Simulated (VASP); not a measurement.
An input for Quantum ESPRESSO's pw.x (written as the equivalent of a VASP run, and not itself run):

```
&CONTROL
  calculation = 'scf'
  pseudo_dir = './pseudo'
  outdir = './out'
  tprnfor = .true.
  tstress = .true.
/
&SYSTEM
  ibrav = 0
  nat = 2
  ntyp = 2
  ecutwfc = 92
  occupations = 'smearing'
  smearing = 'gaussian'
  degauss = 0.003675
  input_dft = 'vdw-df2'
/
&ELECTRONS
  conv_thr = 7.3e-09
  electron_maxstep = 100
/
ATOMIC_SPECIES
  Cu 63.546 Cu.upf
  Cl 35.450 Cl.upf
CELL_PARAMETERS angstrom
     0.0000000    2.7428347    2.7428347
     2.7428347    0.0000000    2.7428347
     2.7428347    2.7428347    0.0000000
ATOMIC_POSITIONS crystal
  Cu   0.0000000  0.0000000  0.0000000
  Cl   0.2500000  0.2500000  0.2500000
K_POINTS automatic
  8 8 8 0 0 0
```

Task: Translate this input to VASP (INCAR, KPOINTS, POSCAR, choice of POTCAR).

Result: This is not unique; one that fits is 
POSCAR:
```
CuCl
1
    0.0000000000     2.7428347152     2.7428347152
    2.7428347152     0.0000000000     2.7428347152
    2.7428347152     2.7428347152     0.0000000000
Cu Cl
1 1
Direct
  0.0000000000   0.0000000000   0.0000000000
  0.2500000000   0.2500000000   0.2500000000
```

**INCAR**
```
SYSTEM=CuCl
PREC=Accurate; ENCUT=520; LREAL=.FALSE.
LASPH=.TRUE.
EDIFF=1E-7; NELM=100; ALGO=Normal
LMAXMIX=4
ISMEAR=0; SIGMA=0.05
GGA=ML; LUSE_VDW=.TRUE.; AGGAC=0.0
ZAB_VDW=-1.8867
ISIF=2
LWAVE=.FALSE.; LCHARG=.FALSE.
```

### KPOINTS
```
K-points
0
Gamma
  8 8 8
0 0 0
```

POTCAR, in this order: Cu Cl (PBE.64 set). Program: vasp_std.

Limits of the translation: the potentials are each code's own (VASP's PAW set, PseudoDojo norm-conserving files in pw.x), so ENCUT and ecutwfc are chosen apart and not converted; conv_thr bounds pw.x's estimated SCF error, while EDIFF bounds the energy change between steps.

The compound is CuCl in the zinc blende structure. This cell is one point of a volume scan, at 0.94 of the reference volume.
